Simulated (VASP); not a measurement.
# SrCl2 with r2SCAN: from relaxation to properties, part 2 of 2

What structure does SrCl2 take at this level, and what are its properties? The start is a cell from a database of measured crystal structures.

VASP 6.6.1; r2SCAN; plane waves and PAW (Sr_sv, Cl).

So far, gap on the k-mesh (eV): step 2 (full relaxation (r2SCAN)) 5.97; step 5 (total and projected DOS (r2SCAN)) 5.93; step 6 (volume scan with r2SCAN) 6.06; step 7 (volume scan with r2SCAN (run 2)) 6.07.

## Step 10: Volume scan with r2SCAN (run 5)

File INCAR:

```
SYSTEM = SrCl2
PREC = Accurate
ENCUT = 400
EDIFF = 1E-06
NELM = 100
ISMEAR = 0
SIGMA = 0.05
LREAL = .FALSE.
ALGO = Normal
METAGGA = R2SCAN
LASPH = .TRUE.
NBANDS = 18
LORBIT = 11
LWAVE = .FALSE.
LCHARG = .FALSE.
KPAR = 2
ISIF = 2
```

File POSCAR:

```
SrCl2
1.0
    0.0000000000      3.5203866373      3.5203866373
    3.5203866373      0.0000000000      3.5203866373
    3.5203866373      3.5203866373      0.0000000000
Sr Cl
1 2
Direct
    0.0000000000      0.0000000000      0.0000000000
    0.2500000000      0.2500000000      0.2500000000
    0.7500000000      0.7500000000      0.7500000000
```

File KPOINTS:

```
Automatic mesh
0
Gamma
7 7 7
0 0 0
```

The projector-augmented-wave data sets are Sr_sv and Cl (PBE family, release 64).

Started as:

```console
$ mpirun -np 2 vasp_std
```

It took 83 s on 2 MPI ranks of AMD EPYC 7R43, shared host; peak memory 0.3 GiB.

The pressure falls from 0.00 to -0.71 GPa.

The run ends at a pressure of -0.71 GPa.

## Step 11: Volume scan with r2SCAN (run 6)

INCAR is that of step 10.

File POSCAR:

```
SrCl2
1.0
    0.0000000000      3.5432469314      3.5432469314
    3.5432469314      0.0000000000      3.5432469314
    3.5432469314      3.5432469314      0.0000000000
Sr Cl
1 2
Direct
    0.0000000000      0.0000000000      0.0000000000
    0.2500000000      0.2500000000      0.2500000000
    0.7500000000      0.7500000000      0.7500000000
```

KPOINTS is that of step 10.

Started as:

```console
$ mpirun -np 2 vasp_std
```

Run time: 2.6 min. Hardware: 2 MPI ranks; peak memory 0.36 GiB; 4.9 min of CPU time.

The pressure falls from -0.71 to -1.35 GPa.

The run ends at a pressure of -1.35 GPa.

## Step 12: Volume scan with r2SCAN (run 7)

A prediction first. A least-squares parabola for the 6 pressures of evenly scaled cells so far, P = 0.00 -38.0 t +90 t² GPa with t = ln(V/V₁) and V₁ the volume at scale 1, gives -1.90 GPa at t = +0.0583.

INCAR is that of step 11.

File POSCAR:

```
SrCl2
1.0
    0.0000000000      3.5658159917      3.5658159917
    3.5658159917      0.0000000000      3.5658159917
    3.5658159917      3.5658159917      0.0000000000
Sr Cl
1 2
Direct
    0.0000000000      0.0000000000      0.0000000000
    0.2500000000      0.2500000000      0.2500000000
    0.7500000000      0.7500000000      0.7500000000
```

KPOINTS is that of step 11.

Started as:

```console
$ mpirun -np 2 vasp_std
```

Elapsed: 3.2 min, on 2 MPI ranks; peak memory 0.32 GiB.

The pressure falls from -1.35 to -1.92 GPa. The parabola predicted -1.90 GPa, +0.02 GPa off.

## Step 13: Comparing the runs

Times are for 2 MPI ranks of AMD EPYC 7R43, shared host. The series side by side:

| no. | volume scale | energy above the lowest point (meV/atom) | pressure (GPa) | gap on the k-mesh (eV) | time | memory (GiB) |
| --- | --- | --- | --- | --- | --- | --- |
| 1 | 0.94 | 14.77 | 2.699 | 6.063 | 75 s | 0.3 |
| 2 | 0.96 | 6.59 | 1.699 | 6.075 | 65 s | 0.29 |
| 3 | 0.98 | 1.82 | 0.8053 | 6.047 | 80 s | 0.3 |
| 4 | 1 | 0 | 0.004998 | 5.970 | 80 s | 0.29 |
| 5 | 1.02 | 0.9 | -0.7115 | 5.894 | 83 s | 0.3 |
| 6 | 1.04 | 4.3 | -1.350 | 5.821 | 2.6 min | 0.36 |
| 7 | 1.06 | 9.78 | -1.923 | 5.751 | 3.2 min | 0.32 |

## Step 14: Fit for r2SCAN

This step: Birch-Murnaghan fit, r2SCAN; plane waves and PAW (VASP 6.6.1).

Derived from the runs above.

Numbers from this step:

```
pressure derivative of the bulk modulus : 4.465
r.m.s. error of the fit                 : 1.98e-5 eV/atom
minimum inside the sampled range        : yes
bulk modulus                            : 37.46 GPa
equilibrium volume of the fit           : 28.60 Å³/atom
```

The energy above the fitted minimum by volume:

| volume (Å³/atom) | energy above the fitted minimum (eV/atom) |
| --- | --- |
| 26.80 | 0.0148 |
| 27.37 | 0.00660 |
| 27.95 | 0.00184 |
| 28.52 | 1.8e-5 |
| 29.09 | 9.2e-4 |
| 29.66 | 0.00432 |
| 30.23 | 0.00980 |

The fit over cells of fixed shape and fractional positions puts the volume +0.29 % from the relaxed one. At a finite cutoff and mesh the minimum of the energy and the zero of the stress don't quite coincide, and the relaxation stops at a threshold.

## Step 15: Vibrations at Γ (r2SCAN)

This step: r2SCAN; plane waves and PAW (Sr_sv, Cl) (VASP 6.6.1).

Zone-centre modes test whether the atoms sit at a minimum within this cell. IBRION = 6 takes the force constants from differences of forces between displaced cells, so the forces must be tight.

INCAR: that of step 12 with these lines changed.

```diff
@@ -3,3 +3,3 @@
 ENCUT = 400
-EDIFF = 1E-06
+EDIFF = 1E-08
 NELM = 100
@@ -16,2 +16,6 @@
 KPAR = 2
+IBRION = 6
+NFREE = 2
+POTIM = 0.015
 ISIF = 2
+NSW = 1
```

File POSCAR:

```
SrCl2
1.0
    0.0000000000      3.4972255284      3.4972255284
    3.4972255284      0.0000000000      3.4972255284
    3.4972255284      3.4972255284      0.0000000000
Sr Cl
1 2
Direct
    0.0000000000      0.0000000000      0.0000000000
    0.2500000000      0.2500000000      0.2500000000
    0.7500000000      0.7500000000      0.7500000000
```

KPOINTS is that of step 12.

Started as:

```console
$ mpirun -np 2 vasp_std
```

It took 10 min on 2 MPI ranks; peak memory 0.41 GiB; 20 min of CPU time.

The last energy, forces, stress and levels in OUTCAR belong to the last displaced cell, not to the cell of POSCAR.

Numbers from this step:

* pressure of the cell: 0.006629 GPa
* largest force of the cell: 0 eV/Å

Transverse limit, no LO-TO splitting. Modes at Γ, with each element's share of the kinetic energy:

| mode | frequency (cm⁻¹) | symmetry | Sr % | Cl % |
| --- | --- | --- | --- | --- |
| 1 | -0.1 | acoustic | 55 | 45 |
| 2 | -0.1 | acoustic | 55 | 45 |
| 3 | -0.1 | acoustic | 55 | 45 |
| 4 | 140.5 | T1u | 45 | 55 |
| 5 | 140.5 | T1u | 45 | 55 |
| 6 | 140.5 | T1u | 45 | 55 |
| 7 | 185.5 | T2g | 0 | 100 |
| 8 | 185.5 | T2g | 0 | 100 |
| 9 | 185.5 | T2g | 0 | 100 |

Displacements in mode 6 (140.5 cm⁻¹), the largest set to 1:
```
Sr1 -0.04  0.07  0.81
Cl2  0.05 -0.09 -1.00
Cl3  0.05 -0.09 -1.00
```

Displacements in mode 7 (185.5 cm⁻¹), the largest set to 1:
```
Sr1  0.00  0.00  0.00
Cl2 -0.06  1.00  0.09
Cl3  0.06 -1.00 -0.09
```

The three acoustic modes lie within 0.1 cm⁻¹ of zero, and all others are real. By the characters of their eigenvectors the optical modes sort into (cm⁻¹) Raman active: T2g 186; infrared active: T1u 141. With a centre of inversion no mode is active in both.

## Step 16: Bands along the symmetry lines (r2SCAN) with a changed input

The mesh alone shows little of the dispersion and can miss band extrema, so KPOINTS_OPT adds a path through the symmetry points after the self-consistent cycle. Some settings are moved from the usual, to see what they do.

INCAR: that of step 15 with these lines changed.

```diff
@@ -11,3 +11,3 @@
 LASPH = .TRUE.
-NBANDS = 18
+NBANDS = 25
 LORBIT = 11
@@ -16,6 +16 @@
 KPAR = 2
-IBRION = 6
-NFREE = 2
-POTIM = 0.015
-ISIF = 2
-NSW = 1
```

POSCAR is that of step 15.

File KPOINTS:

```
Automatic mesh
0
Gamma
5 5 5
0 0 0
```

File KPOINTS_OPT:

```
Line mode
16
Line-mode
Reciprocal
  0.00000000   0.00000000   0.00000000 GAMMA
  0.50000000   0.00000000   0.50000000 X

  0.50000000   0.00000000   0.50000000 X
  0.50000000   0.25000000   0.75000000 W

  0.50000000   0.25000000   0.75000000 W
  0.37500000   0.37500000   0.75000000 K

  0.37500000   0.37500000   0.75000000 K
  0.00000000   0.00000000   0.00000000 GAMMA

  0.00000000   0.00000000   0.00000000 GAMMA
  0.50000000   0.50000000   0.50000000 L

  0.50000000   0.50000000   0.50000000 L
  0.62500000   0.25000000   0.62500000 U

  0.62500000   0.25000000   0.62500000 U
  0.50000000   0.25000000   0.75000000 W

  0.50000000   0.25000000   0.75000000 W
  0.50000000   0.50000000   0.50000000 L

  0.50000000   0.50000000   0.50000000 L
  0.37500000   0.37500000   0.75000000 K

  0.62500000   0.25000000   0.62500000 U
  0.50000000   0.00000000   0.50000000 X
```

Started as:

```console
$ mpirun -np 2 vasp_std
```

Elapsed: 5.4 min, on 2 MPI ranks; peak memory 0.34 GiB; 11 min of CPU time.

The run converged, and its energy and pressure stay near those of the sound run.

Energy and pressure equal those of the sound run on this cell, within 0.05 meV an atom and 0.01 GPa.

Settings moved from the usual: k-mesh = 5×5×5 and EDIFF = 1e-08. KPOINTS differs too.

The mesh holds 10 irreducible points against 20.

## Step 17: Results

| Property | Result |
| --- | --- |
| relaxed volume | 28.52 Å³/atom |
| relaxed conventional cell a, b, c | 6.994, 6.994, 6.994 Å |
| space group after relaxing, within 0.02 Å | Fm-3m (No. 225) |
| band gap | 5.93 eV, indirect (least direct gap of that run 5.99 eV) |
| gap among the points of the DOS mesh alone, an upper bound | 5.93 eV |
| bulk modulus from the fit | 37.5 GPa |
| volume from the fit | 28.6 Å³/atom |
| highest zone-centre mode | 186 cm⁻¹ |

What this shows: With r2SCAN, SrCl2 relaxes to 28.52 Å³/atom in space group Fm-3m (held by the symmetry of the run), has an indirect gap of 5.93 eV and has a bulk modulus of 37.5 GPa. Against the listed cell the volume lies +0.8 %. Bands along the symmetry lines (r2SCAN): On this path the gap is indirect, 5.93 eV, with the valence top at X and the conduction bottom at Γ. The least direct gap is 5.99 eV. Vibrations at Γ (r2SCAN): The highest mode in this list at Γ, 185.5 cm⁻¹, is mostly motion of Cl (100 % of the kinetic energy). Semilocal functionals usually underestimate gaps. Spin-orbit coupling is left out; it would split some degenerate bands. Modes at Γ alone can't show that the crystal is stable at other wave vectors, and the LO-TO splitting is not included. No search among competing phases was made, and a listed structure need not be the one stable at ambient conditions. All values are for a static lattice at zero temperature.

[Lines on the potential files, build, host, timing and source positions are cut from VASP's logs without a mark.]

[Logs are printed without paths, hosts, clocks, repeated set-up lines and the standing remarks that a program may print on its own settings, such as how far it seeks lower states.]

[Hosts, paths, dates, database ids (printed as entryN), source tags and the programs' standing remarks are cut or masked in the printed files.]

[A measured line is paired with the nearest computed mode of its activity, which favours agreement.]

[In band tables of VASP the shares of atoms and orbitals are scaled to a sum of 1 inside the atoms' spheres.]
